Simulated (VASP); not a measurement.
# AgH12O6F in VASP: notebook

Runs on AgH12O6F. Level: PBE+D3(BJ). Tasks: single point.

Program: VASP 6.6.1. These are calculated values, not measurements. Logs are shortened: lines on timing, memory, paths and dates and some standing lists are left out, and cuts for length are marked.

## Step 1: The crystal as given

The cell holds a amorphous, 20 atoms: a = 6.073 Å, b = 6.073 Å, c = 6.073 Å, α = 90.00°, β = 90.00°, γ = 90.00°.

The cell was built by a generator and needn't be a form met in nature.

## Step 2: Single point, PBE+D3(BJ)

File INCAR:

```
PREC = Accurate ; ENCUT = 520
EDIFF = 1E-6 ; ISMEAR = -1
SIGMA = 0.05 ; LREAL = Auto
LASPH = T ; NELM = 100
ALGO = Fast ; ISIF = 2
LWAVE = F ; LCHARG = F
GGA = PE ; IVDW = 12
NBANDS = 49
```

File KPOINTS:

```
Automatic mesh
0
Gamma
  1 1 1
```

File POSCAR:

```
AgH12O6F
1.0
    6.0731780000      0.0000000000      0.0000000000
    0.0000000000      6.0731780000      0.0000000000
    0.0000000000      0.0000000000      6.0731780000
O H Ag F
6 12 1 1
Direct
    0.1919094089      0.4181171703      0.9734936141
    0.9304354327      0.7014943412      0.2519274093
    0.5147552072      0.3801469346      0.5232021851
    0.1899993710      0.0052526042      0.5074608385
    0.4239954765      0.8066781510      0.1725126449
    0.8565696576      0.2105158123      0.7536746000
    0.2948867957      0.4617845879      0.8586114222
    0.1543508193      0.5621109739      1.0483802714
    0.8549560049      0.7770890298      0.1293886002
    0.8458339275      0.5766173822      0.2961546656
    0.6372446189      0.3101341670      0.6143735619
    0.3935007339      0.2654294012      0.5076090311
    0.0934930608      0.0832677718      0.6153121150
    0.0992231744     -0.0892119414      0.4157296229
    0.3568806974      0.9535205456      0.1496580538
    0.5445254527      0.8126058548      0.0557039494
    0.9547060863      0.3012755431      0.8427548147
    0.8186158878      0.0721697931      0.8324471965
    0.5080042113      0.7504143630      0.5408371037
    0.7304742262      0.8272439899      0.8977507328
```

Potentials or basis: VASP PAW PBE potentials, release 64 (O, H, Ag, F).

The run is started by

```console
> cat potpaw_PBE.64/O/POTCAR potpaw_PBE.64/H/POTCAR potpaw_PBE.64/Ag/POTCAR potpaw_PBE.64/F/POTCAR > POTCAR
> mpirun -np 1 vasp_gam > vasp.out
```

OUTCAR:

```text
PREC = Accurate
   ENCUT = 520
   EDIFF = 1E-6
   ISMEAR = -1
   LREAL = Auto
   LASPH = T
   NELM = 100
   ISIF = 2
   GGA = PE
   IVDW = 12
 IVDW          = 12

 ion  position               nearest neighbor table
   1  0.192  0.418  0.973-   7 0.97   8 1.01
   2  0.930  0.701  0.252-  10 0.95   9 0.99
   3  0.515  0.380  0.523-  12 1.02  11 1.02  19 2.25
   4  0.190  0.005  0.507-  14 0.97  13 1.00  19 2.48
   5  0.424  0.807  0.173-  15 0.99  16 1.02  19 2.32
   6  0.857  0.211  0.754-  17 0.98  18 0.99
   7  0.295  0.462  0.859-   1 0.97
   8  0.154  0.562  0.048-   1 1.01
   9  0.855  0.777  0.129-   2 0.99
  10  0.846  0.577  0.296-   2 0.95
  11  0.637  0.310  0.614-   3 1.02
  12  0.394  0.265  0.508-   3 1.02
  13  0.093  0.083  0.615-   4 1.00
  14  0.099  0.911  0.416-   4 0.97
  15  0.357  0.954  0.150-   5 0.99
  16  0.545  0.813  0.056-   5 1.02
  17  0.955  0.301  0.843-   6 0.98
  18  0.819  0.072  0.832-   6 0.99
  19  0.508  0.750  0.541-   3 2.25   5 2.32   4 2.48  20 2.60
  20  0.730  0.827  0.898-  19 2.60

  LATTYP: Found a simple cubic cell.
 ALAT       =     6.0731780000

  Lattice vectors:

 A1 = (   6.0731780000,   0.0000000000,   0.0000000000)
 A2 = (   0.0000000000,   6.0731780000,   0.0000000000)
 A3 = (   0.0000000000,   0.0000000000,   6.0731780000)

Analysis of symmetry for initial positions (statically):
=====================================================================
 Subroutine PRICEL returns:
 Original cell was already a primitive cell.

 Routine SETGRP: Setting up the symmetry group for a
 simple cubic supercell.

 Subroutine GETGRP returns: Found  1 space group operations
 (whereof  1 operations were pure point group operations)
 out of a pool of 48 trial point group operations.

The static configuration has the point symmetry C_1 .

Analysis of symmetry for dynamics (positions and initial velocities):
=====================================================================
 Subroutine PRICEL returns:
 Original cell was already a primitive cell.

 Routine SETGRP: Setting up the symmetry group for a
 simple cubic supercell.

 Subroutine GETGRP returns: Found  1 space group operations
 (whereof  1 operations were pure point group operations)
 out of a pool of 48 trial point group operations.

The dynamic configuration has the point symmetry C_1 .

 Subroutine INISYM returns: Found  1 space group operations
 (whereof  1 operations are pure point group operations),
 and found     1 'primitive' translations

----------------------------------------------------------------------------------------

                                     Primitive cell

  volume of cell :     224.0000

  direct lattice vectors                    reciprocal lattice vectors
     6.073178000  0.000000000  0.000000000     0.164658437  0.000000000  0.000000000
     0.000000000  6.073178000  0.000000000     0.000000000  0.164658437  0.000000000
     0.000000000  0.000000000  6.073178000     0.000000000  0.000000000  0.164658437

  length of vectors
     6.073178000  6.073178000  6.073178000     0.164658437  0.164658437  0.164658437

  position of ions in fractional coordinates (direct lattice)
     0.191909409  0.418117170  0.973493614
     0.930435433  0.701494341  0.251927409
     0.514755207  0.380146935  0.523202185
     0.189999371  0.005252604  0.507460839
     0.423995476  0.806678151  0.172512645
     0.856569658  0.210515812  0.753674600
     0.294886796  0.461784588  0.858611422
     0.154350819  0.562110974  0.048380271
     0.854956005  0.777089030  0.129388600
     0.845833928  0.576617382  0.296154666
     0.637244619  0.310134167  0.614373562
     0.393500734  0.265429401  0.507609031
     0.093493061  0.083267772  0.615312115
     0.099223174  0.910788059  0.415729623
     0.356880697  0.953520546  0.149658054
     0.544525453  0.812605855  0.055703949
     0.954706086  0.301275543  0.842754815
     0.818615888  0.072169793  0.832447196
     0.508004211  0.750414363  0.540837104
     0.730474226  0.827243990  0.897750733

  ion indices of the primitive-cell ions
   primitive index   ion index
                 1           1
                 2           2
                 3           3
                 4           4
                 5           5
                 6           6
                 7           7
                 8           8
                 9           9
                10          10
                11          11
                12          12
                13          13
                14          14
                15          15
                16          16
                17          17
                18          18
                19          19
                20          20

----------------------------------------------------------------------------------------

 KPOINTS: Automatic mesh

Automatic generation of k-mesh.
 Grid dimensions read from file:
 generate k-points for:    1    1    1

 Generating k-lattice:

  Cartesian coordinates                     Fractional coordinates (reciprocal lattice)
     0.164658437  0.000000000  0.000000000     1.000000000  0.000000000  0.000000000
     0.000000000  0.164658437  0.000000000     0.000000000  1.000000000  0.000000000
     0.000000000  0.000000000  0.164658437     0.000000000  0.000000000  1.000000000

  Length of vectors
     0.164658437  0.164658437  0.164658437

  Shift w.r.t. Gamma in fractional coordinates (k-lattice)
     0.000000000  0.000000000  0.000000000

 Subroutine IBZKPT returns following result:
 ===========================================

 Found      1 irreducible k-points:

 Following reciprocal coordinates:
            Coordinates               Weight
  0.000000  0.000000  0.000000      1.000000
   k-points           NKPTS =      1   k-points in BZ     NKDIM =      1   number of bands    NBANDS=     49
   number of dos      NEDOS =    301   number of ions     NIONS =     20
   total plane-waves  NPLWV = 110592
   dimension x,y,z NGX =    48 NGY =   48 NGZ =   48
   dimension x,y,z NGXF=    96 NGYF=   96 NGZF=   96
   ions per type =               6  12   1   1
   NGX,Y,Z   is equivalent  to a cutoff of  13.14, 13.14, 13.14 a.u.
   NGXF,Y,Z  is equivalent  to a cutoff of  26.28, 26.28, 26.28 a.u.
 SYSTEM =  unknown system
   PREC   = accura    normal or accurate (medium, high low for compatibility)
   ISTART =      0    job   : 0-new  1-cont  2-samecut
   ICHARG =      2    charge: 1-file 2-atom 10-const
   ISPIN  =      1    spin polarized calculation?
   LNONCOLLINEAR =      F non collinear calculations
   LSORBIT =      F    spin-orbit coupling
   LASPH  =      T    aspherical Exc in radial PAW
   ENCUT  =  520.0 eV  38.22 Ry    6.18 a.u.  11.29 11.29 11.29*2*pi/ulx,y,z
   NELM   =    100;   NELMIN=  2; NELMDL= -5     # of ELM steps
   EDIFF  = 0.1E-05   stopping-criterion for ELM
   LREAL  =      T    real-space projection
   EDIFFG = 0.1E-04   stopping-criterion for IOM
   NSW    =      0    number of steps for IOM
   IBRION =     -1    ionic relax: 0-MD 1-quasi-New 2-CG
   NFREE  =      0    steps in history (QN), initial steepest desc. (CG)
   ISIF   =      2    stress and relaxation
   ISYM   =      2    0-nonsym 1-usesym 2-fastsym
   POTIM  = 0.5000    time-step for ionic-motion
   TEBEG  =    0.0;   TEEND  =   0.0 temperature during run
   PSTRESS=    0.0 pullay stress
   NELECT =      66.0000    total number of electrons
   NUPDOWN=      -1.0000    fix difference up-down
   EMIN   =  10.00;   EMAX   =-10.00  energy-range for DOS
   EFERMI =   0.00;   METHOD = LEGACY
   ISMEAR =    -1;   SIGMA  =   0.05  broadening in eV -4-tet -1-fermi 0-gaus
   EFERMI_NEDOS =   21; number of points for ismear=-14 and -15
   IALGO  =     68    algorithm
   IMIX   =      4    mixing-type and parameters
     AMIX     =   0.40;   BMIX     =  1.00
     AMIX_MAG =   1.60;   BMIX_MAG =  1.00
  volume/ion in A,a.u.               =      11.20        75.58
  Fermi-wavevector in a.u.,A,eV,Ry     =   1.089365  2.058602 16.146256  1.186716
  Thomas-Fermi vector in A             =   2.225567
   LORBIT       =      0    0 simple, 1 ext, 2 COOP (PROOUT), +10 PAW based schemes
   GGA     = PE    functional components
   LHFCALC =     F    Hartree Fock is set to
   AEXX    =    0.0000 exact exchange contribution
   IVDW    =    12    specifies the selected vdW correction
   LEPSILON=     F    determine dielectric tensor
   LRPA    =     F    only Hartree local field effects (RPA)
 non-spin polarized calculation
 RMM-DIIS sequential band-by-band and
  energy-cutoff  :      520.00
  volume of cell :      224.00
 maximum number of plane-waves:      3016
 NGX is ok and might be reduce to    48
   NGX = 23   NGY = 23   NGZ = 23

 number of electron      65.9999988 magnetization

 Free energy of the ion-electron system (eV)
  ---------------------------------------------------
  ext. energy  EPLUGINS =         0.00000000
  ---------------------------------------------------
  free energy    TOTEN  =       -94.15179727 eV

  energy without entropy =      -94.15179727  energy(sigma->0) =      -94.15179727

 E-fermi :  -0.9665     XC(G=0):  -7.0574

 val. band max:       -2.1997752364   @ k =   0.0000   0.0000   0.0000
 cond. band min:       0.6330842587   @ k =   0.0000   0.0000   0.0000
 fundamental gap:      2.8328594951
 Fermi energy:        -0.9665418341

 k-point     1 :       0.0000    0.0000    0.0000
  band No.  band energies     occupation
      1     -23.3409      2.00000
      2     -21.8486      2.00000
      3     -21.6541      2.00000
      4     -21.4683      2.00000
      5     -21.3015      2.00000
      6     -21.2419      2.00000
      7     -21.0538      2.00000
      8      -9.9992      2.00000
      9      -9.8232      2.00000
     10      -9.6032      2.00000
     11      -9.3768      2.00000
     12      -9.0509      2.00000
     13      -8.7853      2.00000
     14      -7.0666      2.00000
     15      -6.7343      2.00000
     16      -6.6281      2.00000
     17      -6.1442      2.00000
     18      -5.8367      2.00000
     19      -5.3675      2.00000
     20      -4.6227      2.00000
     21      -4.5580      2.00000
     22      -4.4294      2.00000
     23      -4.3021      2.00000
     24      -4.2406      2.00000
     25      -4.0241      2.00000
     26      -3.8823      2.00000
     27      -3.7218      2.00000
     28      -3.4796      2.00000
     29      -3.2538      2.00000
     30      -3.1578      2.00000
     31      -2.9178      2.00000
     32      -2.7471      2.00000
     33      -2.1998      2.00000
     34       0.6331      0.00000
     35       3.9301      0.00000
     36       4.6335      0.00000
     37       4.9909      0.00000
     38       5.8470      0.00000
     39       5.9780      0.00000
     40       6.3235      0.00000
     41       6.5357      0.00000
     42       7.3797      0.00000
     43       7.5039      0.00000
     44       7.7943      0.00000
     45       8.0914      0.00000
 [bands above 45 left out]

------------------------ aborting loop because EDIFF is reached ----------------------------------------

 Edisp (eV)   -0.90493

 E8    (eV) :    -0.2283

  FORCE on cell =-STRESS in cart. coord.  units (eV):
  Direction    XX          YY          ZZ          XY          YZ          ZX
  --------------------------------------------------------------------------------------
  -------------------------------------------------------------------------------------
  Total      -0.45720    -2.93394    -0.59779     0.00387    -0.41799    -0.93332
  in kB      -3.27016   -20.98526    -4.27577     0.02771    -2.98967    -6.67563
  external pressure =       -9.51 kB  Pullay stress =        0.00 kB

 VOLUME and BASIS-vectors are now :
 -----------------------------------------------------------------------------
  energy-cutoff  :      520.00
  volume of cell :      224.00
      direct lattice vectors                 reciprocal lattice vectors
     6.073178000  0.000000000  0.000000000     0.164658437  0.000000000  0.000000000
     0.000000000  6.073178000  0.000000000     0.000000000  0.164658437  0.000000000
     0.000000000  0.000000000  6.073178000     0.000000000  0.000000000  0.164658437

 POSITION                                       TOTAL-FORCE (eV/Angst)
 -----------------------------------------------------------------------------------
      1.16550      2.53930      5.91220        -0.450175      0.959133      0.267077
      5.65070      4.26030      1.53000         1.208259      0.801621      0.431188
      3.12620      2.30870      3.17750        -0.486187     -1.495995      0.408740
      1.15390      0.03190      3.08190         0.666648      0.805079      0.708900
      2.57500      4.89910      1.04770        -0.196222      1.029218     -0.798368
      5.20210      1.27850      4.57720        -0.203893     -0.266442     -0.754719
      1.79090      2.80450      5.21450         0.182779     -0.066850     -0.062089
      0.93740      3.41380      0.29382         0.237209     -1.099179     -0.181761
      5.19230      4.71940      0.78580        -0.333377     -0.341484     -0.466746
      5.13690      3.50190      1.79860        -0.570948     -0.622314      0.093815
      3.87010      1.88350      3.73120        -0.398233      0.155708     -0.255184
      2.38980      1.61200      3.08280         1.097110      0.883636     -0.057845
      0.56780      0.50570      3.73690        -0.304325     -0.423067     -0.434300
      0.60260      5.53138      2.52480        -0.669178     -0.403417     -0.173875
      2.16740      5.79090      0.90890         0.126693     -0.569239      0.406067
      3.30700      4.93510      0.33830        -0.008759     -0.240313      0.129859
      5.79810      1.82970      5.11820         0.486582      0.410666      0.608884
      4.97160      0.43830      5.05560        -0.180914     -0.210179      0.119003
      3.08520      4.55740      3.28460        -0.090253      0.460222      0.327180
      4.43630      5.02400      5.45220        -0.112816      0.233196     -0.315825
 -----------------------------------------------------------------------------------
    total drift:                               -0.006066     -0.009453     -0.004289

  FREE ENERGIE OF THE ION-ELECTRON SYSTEM (eV)
  ---------------------------------------------------
  free  energy   TOTEN  =       -95.0567267562 eV

  energy  without entropy=      -95.0567267562  energy(sigma->0) =      -95.05672676
```

It took 23 s on 1 thread of Intel Xeon Platinum 8488C (Sapphire Rapids), shared host; peak memory 0.33 GiB.

What came out:

```yaml
Free_energy: -95.0567 eV
Pressure: -1.0 GPa
Largest_force: 1.625 eV/Å
Band_gap_on_the_k_mesh: 2.83 eV, direct
Dispersion_energy_per_atom: -0.045 eV
```

Forces on the atoms (eV/Å):
```
O   -0.450  0.959  0.267
O    1.208  0.802  0.431
O   -0.486 -1.496  0.409
O    0.667  0.805  0.709
O   -0.196  1.029 -0.798
O   -0.204 -0.266 -0.755
H    0.183 -0.067 -0.062
H    0.237 -1.099 -0.182
H   -0.333 -0.341 -0.467
H   -0.571 -0.622  0.094
H   -0.398  0.156 -0.255
H    1.097  0.884 -0.058
H   -0.304 -0.423 -0.434
H   -0.669 -0.403 -0.174
H    0.127 -0.569  0.406
H   -0.009 -0.240  0.130
H    0.487  0.411  0.609
H   -0.181 -0.210  0.119
Ag  -0.090  0.460  0.327
F   -0.113  0.233 -0.316
```

## Step 3: Single point, PBE+D3(BJ)

File INCAR:

```
ALGO = Normal
EDIFF = 1E-6
ENCUT = 520
GGA = PE
ISIF = 2
ISMEAR = -1
IVDW = 12
LASPH = T
LCHARG = T
LELF = T
LREAL = Auto
LVHAR = T
LWAVE = F
NBANDS = 49
NELM = 100
PREC = Accurate
SIGMA = 0.05
```

File KPOINTS:

```
k-points
0
Gamma
  1 1 1
```

File POSCAR:

```
AgH12O6F
1.0
    6.0731780000      0.0000000000      0.0000000000
    0.0000000000      6.0731780000      0.0000000000
    0.0000000000      0.0000000000      6.0731780000
O H Ag F
6 12 1 1
Direct
    0.1537909806      0.4205870468      0.9347330179
    0.9539486575      0.6854072118      0.2588924612
    0.5468965342      0.3567819023      0.5293439448
    0.1751142483      0.0057795112      0.5437680239
    0.4235508987      0.8271616607      0.1663544194
    0.8579692543      0.1934571982      0.7544320288
    0.2593205732      0.4974002079      0.8452905546
    0.0942669555      0.5164841208      1.0488907126
    0.8601262798      0.7285147908      0.1329616883
    0.8503620345      0.5861181740      0.3334004042
    0.6594570421      0.2789972565      0.6270357958
    0.4034625694      0.2873783709      0.5287676403
    0.0457421139      0.0621256285      0.6442920000
    0.0771589438     -0.0871372451      0.4537821878
    0.3706790744      0.9725385951      0.1378685097
    0.5331969522      0.8092632885      0.0461702259
    0.9632353934      0.2744856153      0.8525190600
    0.8003058695      0.0657481141      0.8326612525
    0.5184600221      0.7503649654      0.5413969424
    0.7145023577      0.8255150763      0.8727061845
```

Potentials or basis: VASP PAW PBE potentials, release 64 (O, H, Ag, F).

The run is started by

```console
> cat potpaw_PBE.64/O/POTCAR potpaw_PBE.64/H/POTCAR potpaw_PBE.64/Ag/POTCAR potpaw_PBE.64/F/POTCAR > POTCAR
> mpirun -np 1 vasp_gam > vasp.out
```

It took 27 s on 1 thread of Intel Xeon Platinum 8488C (Sapphire Rapids), shared host; peak memory 0.32 GiB.

The run converged. Its results:

```yaml
Free_energy: -94.7952 eV
Pressure: 0.4 GPa
Largest_force: 1.455 eV/Å
Band_gap_on_the_k_mesh: 2.90 eV, direct
Dispersion_energy_per_atom: -0.045 eV
```

Forces in eV/Å, atoms in the order of the input:
```
O   -0.102 -0.852  0.298
O   -0.785 -0.508 -0.149
O    0.178  0.754 -0.229
O   -1.295 -0.072  0.566
O    0.076 -0.783  0.385
O    0.169  0.319 -0.096
H    0.274  0.430 -0.123
H    0.289  0.622  0.426
H    0.174  0.514 -0.347
H    0.311 -0.106  0.280
H   -0.377  0.290 -0.132
H   -0.142 -0.640  0.023
H    1.337  0.158 -0.551
H    0.641 -0.238 -0.536
H   -0.506  0.921  0.228
H    0.450 -0.062 -0.269
H    0.124  0.490 -0.296
H   -0.526 -1.101  0.486
Ag  -0.259  0.218 -0.012
F   -0.032 -0.354  0.049
```

Stress tensor (GPa, compression positive):
```
 0.06  0.44 -1.17
 0.44  1.03  0.35
-1.17  0.35  0.07
```

Levels at points of the mesh, in eV from the valence-band top:
```tsv
k point	band 31	band 32	band 33	band 34	band 35	band 36
(0.00, 0.00, 0.00)	-0.64	-0.47	0.00	2.90	6.29	6.57
```

A hybrid or GW would open this gap; PBE tends to underestimate it.

[end of part 1 of 2]
